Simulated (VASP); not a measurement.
Given:

```
CELL_PARAMETERS angstrom
      4.05693     0.00000     0.00000
      0.00000     4.05693     0.00000
      0.00000     0.00000     4.05693
ATOMIC_POSITIONS crystal
  Rb 0.00000 0.00000 0.00000
  Mg 0.50000 0.50000 0.50000
  F  0.00000 0.50000 0.50000
  F  0.50000 0.00000 0.50000
  F  0.50000 0.50000 0.00000
```

Calculation: PBEsol GGA, VASP's PBE PAW potentials (set 64) (plane waves; VASP 6.6.1). Settings: 520 eV cut-off, 6×6×6 Γ-centred mesh, tetrahedra with Blöchl corrections, potentials Rb_sv Mg F.

**Question.** Estimate the energy per atom (σ→0), band gap (on the k-mesh) with the smallest direct gap where there is one.

**Answer.** 
- band gap (on the k-mesh): 7.14 eV
- smallest direct gap (on the k-mesh): 7.31 eV
- energy per atom (σ→0): -482.5 kJ/mol of atoms

Total energies compare only between runs with the same potentials, cut-off and functional.

The structure comes from a computed database's RbMgF3 entry (Pm-3m); how it stands against other phases isn't given here. The cell was not relaxed at this level.
